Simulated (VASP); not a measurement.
Output of a VASP run:

### OSZICAR
```
...
DAV:   3    -0.122481365888E+02    0.10469E-03   -0.62795E-04  3538   0.259E-01    0.199E-02
DAV:   4    -0.122481474565E+02   -0.10868E-04   -0.12036E-04  3577   0.817E-02    0.151E-02
DAV:   5    -0.122481618967E+02   -0.14440E-04   -0.16963E-05  4134   0.300E-02    0.779E-03
DAV:   6    -0.122481684431E+02   -0.65464E-05   -0.14926E-05  4647   0.194E-02    0.466E-03
DAV:   7    -0.122481694180E+02   -0.97497E-06   -0.13451E-06  3571   0.110E-02    0.121E-03
DAV:   8    -0.122481693288E+02    0.89253E-07   -0.19296E-07  2726   0.472E-03
   5 F= -.95232501E+01 E0= -.95233782E+01  d E =-.159334E+00
       N       E                     dE             d eps       ncg     rms          rms(c)
DAV:   1    -0.122603538830E+02   -0.12184E-01   -0.55238E-02  3695   0.380E+00    0.465E-01
DAV:   2    -0.122579889267E+02    0.23650E-02   -0.19124E-02  3693   0.181E+00    0.108E-01
DAV:   3    -0.122576756347E+02    0.31329E-03   -0.18696E-03  3595   0.437E-01    0.346E-02
DAV:   4    -0.122576999661E+02   -0.24331E-04   -0.34194E-04  3611   0.139E-01    0.255E-02
DAV:   5    -0.122577360812E+02   -0.36115E-04   -0.52732E-05  4058   0.536E-02    0.129E-02
DAV:   6    -0.122577491390E+02   -0.13058E-04   -0.44321E-05  4629   0.332E-02    0.792E-03
DAV:   7    -0.122577497624E+02   -0.62346E-06   -0.37009E-06  3575   0.189E-02    0.260E-03
DAV:   8    -0.122577498792E+02   -0.11679E-06   -0.44895E-07  3187   0.762E-03    0.106E-03
DAV:   9    -0.122577498060E+02    0.73235E-07   -0.66344E-08  1822   0.267E-03
   6 F= -.95232674E+01 E0= -.95234118E+01  d E =-.173386E-04
       N       E                     dE             d eps       ncg     rms          rms(c)
DAV:   1    -0.122539930255E+02    0.37569E-02   -0.11264E-02  3703   0.171E+00    0.209E-01
DAV:   2    -0.122535068344E+02    0.48619E-03   -0.37704E-03  3682   0.808E-01    0.479E-02
DAV:   3    -0.122534477693E+02    0.59065E-04   -0.36033E-04  3616   0.191E-01    0.158E-02
DAV:   4    -0.122534533615E+02   -0.55923E-05   -0.69667E-05  3603   0.638E-02    0.117E-02
DAV:   5    -0.122534617263E+02   -0.83647E-05   -0.10236E-05  4068   0.236E-02    0.572E-03
DAV:   6    -0.122534655736E+02   -0.38473E-05   -0.93187E-06  4678   0.152E-02    0.367E-03
DAV:   7    -0.122534661054E+02   -0.53177E-06   -0.72375E-07  3293   0.860E-03    0.120E-03
DAV:   8    -0.122534660292E+02    0.76151E-07   -0.85031E-08  2002   0.347E-03
   7 F= -.95233072E+01 E0= -.95234444E+01  d E =-.571401E-04
       N       E                     dE             d eps       ncg     rms          rms(c)
DAV:   1    -0.122533615001E+02    0.10461E-03   -0.65435E-06  3652   0.421E-02    0.505E-03
DAV:   2    -0.122533611862E+02    0.31389E-06   -0.22016E-06  3654   0.195E-02    0.116E-03
DAV:   3    -0.122533611559E+02    0.30318E-07   -0.21360E-07  2996   0.462E-03
   8 F= -.95233072E+01 E0= -.95234442E+01  d E =-.571212E-04
       N       E                     dE             d eps       ncg     rms          rms(c)
DAV:   1    -0.122532611148E+02    0.10007E-03   -0.80747E-04  3216   0.478E-01    0.290E-02
DAV:   2    -0.122532484254E+02    0.12689E-04   -0.43486E-05  3160   0.801E-02    0.142E-02
DAV:   3    -0.122532451406E+02    0.32848E-05   -0.52234E-06  3519   0.315E-02    0.564E-03
DAV:   4    -0.122532446652E+02    0.47538E-06   -0.98512E-07  3561   0.123E-02    0.131E-03
DAV:   5    -0.122532446513E+02    0.13842E-07   -0.14486E-07  2580   0.458E-03
   9 F= -.95233002E+01 E0= -.95234420E+01  d E =0.703473E-05
```

**OUTCAR**
```
------------------------ aborting loop because EDIFF is reached ----------------------------------------
  FORCE on cell =-STRESS in cart. coord.  units (eV):
  Direction    XX          YY          ZZ          XY          YZ          ZX
  --------------------------------------------------------------------------------------
  Total        2.7350609      2.7350609      2.7171596      0.0000000      0.0000000      0.0000000
  in kB      150.2811283    150.2811283    149.2975213      0.0000000      0.0000000      0.0000000
  external PRESSURE =      -0.0467407 kB  Pullay stress =     150.0000000 kB
  volume of cell :       29.16
      direct lattice vectors                 reciprocal lattice vectors
     2.727816503  0.000000000  0.000000000     0.366593574  0.000000000  0.000000000
     0.000000000  2.727816503 -0.000000000     0.000000000  0.366593574  0.000000000
     0.000000000 -0.000000000  3.918707383     0.000000000  0.000000000  0.255186188
 POSITION                                       TOTAL-FORCE (eV/Angst)
 -----------------------------------------------------------------------------------
      0.00000      0.00000      0.00000         0.000000      0.000000      0.000000
      1.36391      1.36391      1.95935         0.000000     -0.000000      0.000000
 -----------------------------------------------------------------------------------
    total drift:                                0.000000      0.000000     -0.000000
  FREE ENERGIE OF THE ION-ELECTRON SYSTEM (eV)
  ---------------------------------------------------
  free  energy   TOTEN  =       -12.2532446513 eV

  energy  without entropy=      -12.2536702100  energy(sigma->0) =      -12.25338650
  enthalpy is  TOTEN    =        -9.5233001574 eV   P V=        2.7299444940

 reached required accuracy - stopping structural energy minimisation
```
(Selected blocks of OUTCAR.)

**POSCAR**
```
TiAl
1
    2.8233481746     0.0000000000     0.0000000000
    0.0000000000     2.8233481746     0.0000000000
    0.0000000000    -0.0000000000     4.0598172649
Ti Al
1 1
Direct
  0.0000000000   0.0000000000   0.0000000000
  0.5000000000   0.5000000000   0.5000000000
```

Problem. Write an INCAR and KPOINTS that could have produced this output.

Solution. One answer among several that fit: the input of the run itself, PBE GGA, plane waves, VASP's PBE PAW potentials (set 64).

KPOINTS:
```
Automatic mesh
0
Gamma
12 12 8
0 0 0
```

INCAR:
```
SYSTEM = TiAl
PREC = Accurate
ENCUT = 480
EDIFF = 1E-7
NELM = 100
ALGO = Normal
LREAL = .FALSE.
LASPH = .TRUE.
ISMEAR = 1
SIGMA = 0.1
GGA = PE
LMAXMIX = 4
LWAVE = .FALSE.
LCHARG = .FALSE.
ISIF = 3
IBRION = 2
NSW = 40
EDIFFG = -0.01
PSTRESS = 150
```

POTCAR, in this order: Ti_sv Al (PBE.64 set). Program: vasp_std.

Energy and stress use the plane-wave basis of the starting cell.

The compound is TiAl in the L1_0 structure. This run relaxes it under an external pressure of 15 GPa. Symmetry was kept, so distortions that lower it aren't found. The electron count is odd and the run is not spin-polarised, which forces a metal.
